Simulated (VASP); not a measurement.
# Ge7Au (Fm-3m) in VASP: single point with PBE

Aim: the single point of Ge7Au with PBE.

Program: VASP 6.6.1. These are calculated values, not measurements. Logs are shortened: lines on timing, memory, paths and dates and some standing lists are left out, and cuts for length are marked.

**1. The cell of the first run**

The structure is cubic, space group Fm-3m (No. 225). Conventional cell: a = 8.523 Å, b = 8.523 Å, c = 8.523 Å, α = 90.00°, β = 90.00°, γ = 90.00°. Ge (site symmetry m-3m) has 12 Ge at 3.01 Å as nearest neighbours. Ge (site symmetry mmm) has 10 Ge at 3.01 Å and 2 Au at 3.01 Å as nearest neighbours. Au (site symmetry m-3m) has 12 Ge at 3.01 Å as nearest neighbours.

The cell was built by a generator and needn't be a form met in nature.

**2. Single point, PBE (species swapped into the CuPt7 type (Fm-3m, No. 225))**

Input file INCAR:

```
SYSTEM = Ge7Au
ALGO = Fast
EDIFF = 1E-6
ENCUT = 520
GGA = PE
ISIF = 2
ISMEAR = 0
LASPH = .True.
LCHARG = .True.
LELF = .True.
LREAL = .False.
LVHAR = .True.
LWAVE = .False.
NBANDS = 64
NELM = 100
PREC = Accurate
SIGMA = 0.1
```

Input file KPOINTS:

```
k-points
0
Gamma
  8 8 8
  0 0 0
```

Input file POSCAR:

```
Ge7Au
1.0
    0.0000000000      4.2615707521      4.2615707521
    4.2615707521      0.0000000000      4.2615707521
    4.2615707521      4.2615707521      0.0000000000
Ge Au
7 1
Direct
    0.5000000000      0.5000000000      0.5000000000
    0.5000000000      0.0000000000      0.0000000000
    0.5000000000      0.0000000000      0.5000000000
    0.0000000000      0.5000000000      0.5000000000
    0.0000000000      0.5000000000      0.0000000000
    0.5000000000      0.5000000000      0.0000000000
    0.0000000000      0.0000000000      0.5000000000
    0.0000000000      0.0000000000      0.0000000000
```

Potentials or basis: VASP PAW PBE potentials, release 64 (Ge_d, Au).

The run is started by

```sh
cat potpaw_PBE.64/Ge_d/POTCAR potpaw_PBE.64/Au/POTCAR > POTCAR
mpirun -np 1 vasp_std > vasp.out
```

OUTCAR:

```text
SYSTEM = Ge7Au
   EDIFF = 1E-6
   ENCUT = 520
   GGA = PE
   ISIF = 2
   ISMEAR = 0
   LASPH = .True.
   LREAL = .False.
   NELM = 100
   PREC = Accurate

 ion  position               nearest neighbor table
   1  0.500  0.500  0.500-
   2  0.500  0.000  0.000-   8 3.01   8 3.01
   3  0.500  0.000  0.500-   8 3.01   8 3.01
   4  0.000  0.500  0.500-   8 3.01   8 3.01
   5  0.000  0.500  0.000-   8 3.01   8 3.01
   6  0.500  0.500  0.000-   8 3.01   8 3.01
   7  0.000  0.000  0.500-   8 3.01   8 3.01
   8  0.000  0.000  0.000-   2 3.01   5 3.01   7 3.01   3 3.01   4 3.01   7 3.01   4 3.01   5 3.01
                             6 3.01   2 3.01   3 3.01   6 3.01

  LATTYP: Found a face centered cubic cell.
 ALAT       =     8.5231415042

  Lattice vectors:

 A1 = (   0.0000000000,   4.2615707521,   4.2615707521)
 A2 = (   4.2615707521,   0.0000000000,   4.2615707521)
 A3 = (   4.2615707521,   4.2615707521,   0.0000000000)

Analysis of symmetry for initial positions (statically):
=====================================================================
 Subroutine PRICEL returns:
 Original cell was already a primitive cell.

 Routine SETGRP: Setting up the symmetry group for a
 face centered cubic supercell.

 Subroutine GETGRP returns: Found 48 space group operations
 (whereof 48 operations were pure point group operations)
 out of a pool of 48 trial point group operations.

The static configuration has the point symmetry O_h .

Analysis of symmetry for dynamics (positions and initial velocities):
=====================================================================
 Subroutine PRICEL returns:
 Original cell was already a primitive cell.

 Routine SETGRP: Setting up the symmetry group for a
 face centered cubic supercell.

 Subroutine GETGRP returns: Found 48 space group operations
 (whereof 48 operations were pure point group operations)
 out of a pool of 48 trial point group operations.

The dynamic configuration has the point symmetry O_h .

 Subroutine INISYM returns: Found 48 space group operations
 (whereof 48 operations are pure point group operations),
 and found     1 'primitive' translations

----------------------------------------------------------------------------------------

                                     Primitive cell

  volume of cell :     154.7886

  direct lattice vectors                    reciprocal lattice vectors
     0.000000000  4.261570752  4.261570752    -0.117327631  0.117327631  0.117327631
     4.261570752  0.000000000  4.261570752     0.117327631 -0.117327631  0.117327631
     4.261570752  4.261570752  0.000000000     0.117327631  0.117327631 -0.117327631

  length of vectors
     6.026771155  6.026771155  6.026771155     0.203217418  0.203217418  0.203217418

  position of ions in fractional coordinates (direct lattice)
     0.500000000  0.500000000  0.500000000
     0.500000000  0.000000000  0.000000000
     0.500000000  0.000000000  0.500000000
     0.000000000  0.500000000  0.500000000
     0.000000000  0.500000000  0.000000000
     0.500000000  0.500000000  0.000000000
     0.000000000  0.000000000  0.500000000
     0.000000000  0.000000000  0.000000000

  ion indices of the primitive-cell ions
   primitive index   ion index
                 1           1
                 2           2
                 3           3
                 4           4
                 5           5
                 6           6
                 7           7
                 8           8

----------------------------------------------------------------------------------------

 KPOINTS: k-points

Automatic generation of k-mesh.
 Grid dimensions read from file:
 generate k-points for:    8    8    8

 Generating k-lattice:

  Cartesian coordinates                     Fractional coordinates (reciprocal lattice)
    -0.014665954  0.014665954  0.014665954     0.125000000  0.000000000  0.000000000
     0.014665954 -0.014665954  0.014665954     0.000000000  0.125000000  0.000000000
     0.014665954  0.014665954 -0.014665954     0.000000000  0.000000000  0.125000000

  Length of vectors
     0.025402177  0.025402177  0.025402177

  Shift w.r.t. Gamma in fractional coordinates (k-lattice)
     0.000000000  0.000000000  0.000000000

 Subroutine IBZKPT returns following result:
 ===========================================

 Found     29 irreducible k-points:

 Following reciprocal coordinates:
            Coordinates               Weight
  0.000000  0.000000  0.000000      1.000000
  0.125000  0.000000  0.000000      8.000000
  0.250000  0.000000  0.000000      8.000000
  0.375000  0.000000  0.000000      8.000000
  0.500000  0.000000  0.000000      4.000000
  0.125000  0.125000  0.000000      6.000000
[... 16 lines left out ...]
  0.500000  0.250000  0.125000     48.000000
 -0.375000  0.250000  0.125000     24.000000
 [... further k-points ...]
   k-points           NKPTS =     29   k-points in BZ     NKDIM =     29   number of bands    NBANDS=     64
   number of dos      NEDOS =    301   number of ions     NIONS =      8
   total plane-waves  NPLWV = 110592
   dimension x,y,z NGX =    48 NGY =   48 NGZ =   48
   dimension x,y,z NGXF=    96 NGYF=   96 NGZF=   96
   ions per type =               7   1
   NGX,Y,Z   is equivalent  to a cutoff of  13.24, 13.24, 13.24 a.u.
   NGXF,Y,Z  is equivalent  to a cutoff of  26.48, 26.48, 26.48 a.u.
 SYSTEM =  Ge7Au
   PREC   = accura    normal or accurate (medium, high low for compatibility)
   ISTART =      0    job   : 0-new  1-cont  2-samecut
   ICHARG =      2    charge: 1-file 2-atom 10-const
   ISPIN  =      1    spin polarized calculation?
   LNONCOLLINEAR =      F non collinear calculations
   LSORBIT =      F    spin-orbit coupling
   LASPH  =      T    aspherical Exc in radial PAW
   ENCUT  =  520.0 eV  38.22 Ry    6.18 a.u.  11.21 11.21 11.21*2*pi/ulx,y,z
   NELM   =    100;   NELMIN=  2; NELMDL= -5     # of ELM steps
   EDIFF  = 0.1E-05   stopping-criterion for ELM
   LREAL  =      F    real-space projection
   EDIFFG = 0.1E-04   stopping-criterion for IOM
   NSW    =      0    number of steps for IOM
   IBRION =     -1    ionic relax: 0-MD 1-quasi-New 2-CG
   NFREE  =      0    steps in history (QN), initial steepest desc. (CG)
   ISIF   =      2    stress and relaxation
   ISYM   =      2    0-nonsym 1-usesym 2-fastsym
   POTIM  = 0.5000    time-step for ionic-motion
   TEBEG  =    0.0;   TEEND  =   0.0 temperature during run
   PSTRESS=    0.0 pullay stress
   NELECT =     109.0000    total number of electrons
   NUPDOWN=      -1.0000    fix difference up-down
   EMIN   =  10.00;   EMAX   =-10.00  energy-range for DOS
   EFERMI =   0.00;   METHOD = LEGACY
   ISMEAR =     0;   SIGMA  =   0.10  broadening in eV -4-tet -1-fermi 0-gaus
   EFERMI_NEDOS =   21; number of points for ismear=-14 and -15
   IALGO  =     68    algorithm
   IMIX   =      4    mixing-type and parameters
     AMIX     =   0.40;   BMIX     =  1.00
     AMIX_MAG =   1.60;   BMIX_MAG =  1.00
  volume/ion in A,a.u.               =      19.35       130.57
  Fermi-wavevector in a.u.,A,eV,Ry     =   1.456478  2.752345 28.862426  2.121328
  Thomas-Fermi vector in A             =   2.573392
   LORBIT       =      0    0 simple, 1 ext, 2 COOP (PROOUT), +10 PAW based schemes
   GGA     = PE    functional components
   LHFCALC =     F    Hartree Fock is set to
   AEXX    =    0.0000 exact exchange contribution
   IVDW    =     0    specifies the selected vdW correction
   LEPSILON=     F    determine dielectric tensor
   LRPA    =     F    only Hartree local field effects (RPA)
 non-spin polarized calculation
 RMM-DIIS sequential band-by-band and
 Gauss-broadening in eV      SIGMA  =   0.10
  energy-cutoff  :      520.00
  volume of cell :      154.79
 maximum number of plane-waves:      4279
 NGX is ok and might be reduce to    48
   NGX = 23   NGY = 23   NGZ = 23

 number of electron     109.0000076 magnetization

 Free energy of the ion-electron system (eV)
  ---------------------------------------------------
  ext. energy  EPLUGINS =         0.00000000
  ---------------------------------------------------
  free energy    TOTEN  =       -32.57928761 eV

  energy without entropy =      -32.56049425  energy(sigma->0) =      -32.56989093

 E-fermi :   6.7510     XC(G=0): -11.2708

 val. band max:        6.6944070200   @ k =   0.3750   0.2500   0.0000
 cond. band min:       6.7546980243   @ k =   0.3750   0.1250   0.0000
 fundamental gap:      0.0602910043
 Fermi energy:         6.7509905287

 k-point     1 :       0.0000    0.0000    0.0000
  band No.  band energies     occupation
      1     -18.0625      2.00000
      2     -18.0625      2.00000
      3     -18.0625      2.00000
      4     -18.0443      2.00000
      5     -18.0296      2.00000
      6     -18.0264      2.00000
[... 56 lines left out ...]
     63      13.4878      0.00000
     64      13.5200      0.00000

 k-point     2 :       0.1250    0.0000    0.0000
  band No.  band energies     occupation
      1     -18.0603      2.00000
      2     -18.0595      2.00000
      3     -18.0595      2.00000
      4     -18.0420      2.00000
      5     -18.0282      2.00000
      6     -18.0258      2.00000
[... 56 lines left out ...]
     63      12.7789      0.00000
     64      13.1789      0.00000

 k-point     3 :       0.2500    0.0000    0.0000
  band No.  band energies     occupation
      1     -18.0548      2.00000
      2     -18.0518      2.00000
      3     -18.0518      2.00000
      4     -18.0350      2.00000
      5     -18.0292      2.00000
      6     -18.0267      2.00000
[... 1396 lines left out ...]
     63      10.6431      0.00000
     64      10.7081      0.00000

 k-point    24 :      -0.3750    0.2500    0.1250
  band No.  band energies     occupation
      1     -18.0404      2.00000
      2     -18.0358      2.00000
      3     -18.0311      2.00000
      4     -18.0307      2.00000
      5     -18.0250      2.00000
      6     -18.0237      2.00000
[... 56 lines left out ...]
     63      10.4031      0.00000
     64      10.5767      0.00000

 [... further k-points ...]

------------------------ aborting loop because EDIFF is reached ----------------------------------------

  FORCE on cell =-STRESS in cart. coord.  units (eV):
  Direction    XX          YY          ZZ          XY          YZ          ZX
  --------------------------------------------------------------------------------------
  -------------------------------------------------------------------------------------
  Total       -0.0027339     -0.0027339     -0.0027339      0.0000000     -0.0000000      0.0000000
  in kB       -0.0282979     -0.0282979     -0.0282979      0.0000000     -0.0000000      0.0000000
  external PRESSURE =      -0.0282979 kB  Pullay stress =       0.0000000 kB

 VOLUME and BASIS-vectors are now :
 -----------------------------------------------------------------------------
  energy-cutoff  :      520.00
  volume of cell :      154.79
      direct lattice vectors                 reciprocal lattice vectors
     0.000000000  4.261570752  4.261570752    -0.117327631  0.117327631  0.117327631
     4.261570752  0.000000000  4.261570752     0.117327631 -0.117327631  0.117327631
     4.261570752  4.261570752  0.000000000     0.117327631  0.117327631 -0.117327631

 POSITION                                       TOTAL-FORCE (eV/Angst)
 -----------------------------------------------------------------------------------
      4.26157      4.26157      4.26157        -0.000000      0.000000     -0.000000
      0.00000      2.13079      2.13079         0.000000     -0.000000      0.000000
      2.13079      4.26157      2.13079        -0.000000      0.000000     -0.000000
      4.26157      2.13079      2.13079        -0.000000      0.000000     -0.000000
      2.13079      0.00000      2.13079         0.000000     -0.000000      0.000000
      2.13079      2.13079      4.26157        -0.000000      0.000000      0.000000
      2.13079      2.13079      0.00000         0.000000     -0.000000      0.000000
      0.00000      0.00000      0.00000        -0.000000     -0.000000      0.000000
 -----------------------------------------------------------------------------------
    total drift:                                0.000000      0.000000      0.000000

  FREE ENERGIE OF THE ION-ELECTRON SYSTEM (eV)
  ---------------------------------------------------
  free  energy   TOTEN  =       -32.5792876066 eV

  energy  without entropy=      -32.5604942499  energy(sigma->0) =      -32.56989093
```

Run time: 6.4 min. Hardware: 1 thread of Intel Xeon Platinum 8488C (Sapphire Rapids), shared host; peak memory 0.45 GiB.

Results:

* Free energy: -32.5793 eV
* Pressure: 0.0 GPa
* Band gap on the k mesh: none (metal or under the smearing width)

Levels at points of the mesh, in eV from the Fermi level:
| k point | band 51 | band 52 | band 53 | band 54 | band 55 | band 56 | band 57 | band 58 | band 59 | band 60 |
| --- | --- | --- | --- | --- | --- | --- | --- | --- | --- | --- |
| (0.00, 0.00, 0.00) | -3.62 | -3.62 | -3.42 | -3.42 | -1.66 | 2.58 | 2.58 | 2.58 | 3.47 | 3.47 |
| (0.50, 0.00, 0.00) | -2.16 | -2.00 | -2.00 | -1.53 | 1.15 | 1.22 | 1.22 | 1.30 | 2.02 | 2.02 |
| (0.50, 0.50, 0.00) | -1.52 | -1.52 | -0.66 | -0.17 | 0.04 | 0.14 | 0.14 | 0.91 | 1.16 | 1.16 |

Spin-orbit coupling is left out, which matters for the levels of Au.
